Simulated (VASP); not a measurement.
```yaml
crystal:
  lattice:
    - [2.29783, -3.97996, 0.00000]
    - [2.29783, 3.97996, 0.00000]
    - [0.00000, 0.00000, 7.51555]
  atoms:
    - { symbol: Ag, position: [0.66667, 0.33333, 0.50008] }
    - { symbol: Ag, position: [0.33333, 0.66667, 0.00008] }
    - { symbol: I, position: [0.66667, 0.33333, 0.87492] }
    - { symbol: I, position: [0.33333, 0.66667, 0.37492] }
```

Method: PBE GGA with D3 dispersion (zero damping), VASP's PBE PAW potentials (set 64) (plane waves; VASP). Numerical set-up: 520 eV cut-off, Gaussian smearing of 0.050 eV, potentials Ag I.

Unless said otherwise, spin-orbit coupling is left out, though it shifts the bands of the heavy elements here.

Give the energies of bands 8 to 21 at the high-symmetry points, in eV from the valence-band maximum.

| band | Γ | M | K | A | L | H |
|---|---|---|---|---|---|---|
| 8 | -4.04 | -3.72 | -3.77 | -4.12 | -3.84 | -3.76 |
| 9 | -3.10 | -3.09 | -3.12 | -3.05 | -3.01 | -3.11 |
| 10 | -3.10 | -3.03 | -3.12 | -3.05 | -3.01 | -3.11 |
| 11 | -3.01 | -2.98 | -3.11 | -3.05 | -2.92 | -2.88 |
| 12 | -3.01 | -2.97 | -3.10 | -3.05 | -2.92 | -2.88 |
| 13 | -2.91 | -2.72 | -2.60 | -1.69 | -2.80 | -2.75 |
| 14 | -0.71 | -2.61 | -2.60 | -1.69 | -2.80 | -2.75 |
| 15 | -0.71 | -2.19 | -2.54 | -0.37 | -1.24 | -1.92 |
| 16 | -0.07 | -1.77 | -1.52 | -0.37 | -1.24 | -1.92 |
| 17 | 0.00 | -1.03 | -1.52 | -0.37 | -1.23 | -1.13 |
| 18 | 0.00 | -0.71 | -1.31 | -0.37 | -1.23 | -1.13 |
| 19 | 1.37 | 3.34 | 4.40 | 2.66 | 3.26 | 3.93 |
| 20 | 2.64 | 3.59 | 4.50 | 2.66 | 3.26 | 3.93 |
| 21 | 5.75 | 4.81 | 4.50 | 5.63 | 4.87 | 5.70 |

The gap is direct, 1.37 eV, from the valence maximum at Γ to the conduction minimum at Γ.

The compound is AgI in the wurtzite structure. It was relaxed first.
